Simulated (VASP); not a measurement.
Consider the following.

```yaml
crystal:
  lattice:
    - [2.98538, 0.00000, 0.00000]
    - [0.00000, 2.98538, 0.00000]
    - [0.00000, 0.00000, 2.98538]
  atoms:
    - { symbol: Al, position: [0.50000, 0.50000, 0.50000] }
    - { symbol: Ru, position: [0.00000, 0.00000, 0.00000] }
```

Level of theory: LDA (Ceperley-Alder, Perdew-Zunger), VASP's LDA PAW potentials (set 64) (plane waves; VASP 6.6.1). Settings: 520 eV cut-off, 12×12×12 Γ-centred mesh, first-order Methfessel-Paxton smearing of 0.10 eV, potentials Al Ru_pv.

Problem. Give the stress tensor in GPa (positive for a compressed cell).

Solution. 
```
-6.53   0.00   0.00
 0.00  -6.53   0.00
 0.00   0.00  -6.53
```
The pressure is its mean diagonal, -6.53 GPa.

The compound is RuAl in the CsCl type structure. This cell is one point of a volume scan, at 1.03 of the reference volume. The electron count is odd and the run is not spin-polarised, which forces a metal.
